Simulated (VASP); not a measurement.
Level of theory: PBEsol GGA, VASP's PBE PAW potentials (set 64) (plane waves; VASP).

VASP ran on this input.

### INCAR
```
LCHARG = .FALSE.
GGA = PS
ENCUT = 520   # plane-wave cut-off (eV)
EDIFF = 1E-7
LASPH = .TRUE.   # aspherical one-centre terms
SYSTEM = GaAs
NELM = 100   # most electronic steps
LREAL = .FALSE.   # projection in real space or not
ISIF = 2   # forces and stress, cell fixed
SIGMA = 0.05
ISMEAR = 0
LMAXMIX = 4   # l cut-off of mixed one-centre charges
PREC = Accurate
ALGO = Normal   # blocked Davidson
LWAVE = .FALSE.
```

KPOINTS:
```
Automatic mesh
0
Gamma
8 8 8
0 0 0
```

POSCAR:
```
GaAs
1.0
  0.0000000000   2.8868617845   2.8868617845
  2.8868617845   0.0000000000   2.8868617845
  2.8868617845   2.8868617845   0.0000000000
Ga As
1 1
Direct
  0.0000000000   0.0000000000   0.0000000000
  0.2500000000   0.2500000000   0.2500000000
```

POTCAR, in this order: Ga_d As (PBE.64 set). Program: vasp_std.

**Question.** What will the output report for the number of irreducible k-points (NKPTS), largest plane-wave count, number of space-group operations, FFT grid (NGX, NGY, NGZ)?

**Answer.** 
```json
{
  "number of irreducible k-points (NKPTS)": "29",
  "largest_plane_wave_count": "1314",
  "number_of_space_group_operations": "24",
  "FFT grid (NGX, NGY, NGZ)": "30 × 30 × 30"
}
```

The compound is GaAs in the zinc blende structure. This cell is one point of a volume scan, at 1.06 of the reference volume.
